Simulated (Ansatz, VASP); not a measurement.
## HfZrSe4: VASP beside Ansatz

```
Zr Hf Se
1.0
     4.74801    0.00000    0.00000
    -2.37400    4.11190    0.00000
     0.00000    0.00000    6.28805
Zr Hf Se
1 1 4
Direct
  0.00000 0.00000 0.50000
  0.00000 0.00000 0.00000
  0.33333 0.66667 0.74998
  0.33333 0.66667 0.25002
  0.66667 0.33333 0.74998
  0.66667 0.33333 0.25002
```

Change from the starting cell: species swapped into the ZrTiB4 type (P6/mmm, No. 191).

Alike in both runs: functional PBE; k mesh 6 × 6 × 4; occupations gaussian, width 0.1 eV; no spin polarisation.

Ansatz relaxed the structure, and its values are those at the end. VASP's run is a single point on that final structure, the one shown.

```csv
,VASP,Ansatz
version,VASP 6.6.1,Ansatz 0.2.0
potentials or method,"VASP PAW PBE potentials, release 64 (Zr_sv, Hf_pv, Se)","scalar-relativistic, plane waves, PAW"
plane-wave cutoff (eV),520,420
valence electrons in the cell,46,102
```

Ansatz gave:

* gap on the k mesh at the Fermi level (eV): none
* pressure (GPa): 0.0
* rms of the force components (eV/Å): 0.001

Problem. What did VASP give for the same quantities?

Solution. gap on the k mesh at the Fermi level (eV): none; pressure (GPa): -0.2; rms of the force components (eV/Å): 0.006.

A gap of «none» marks a metal or a gap that the smearing closes. The two sets of potentials don't hold the same shells in valence.

Spin-orbit coupling is left out, which matters for the levels of Hf.
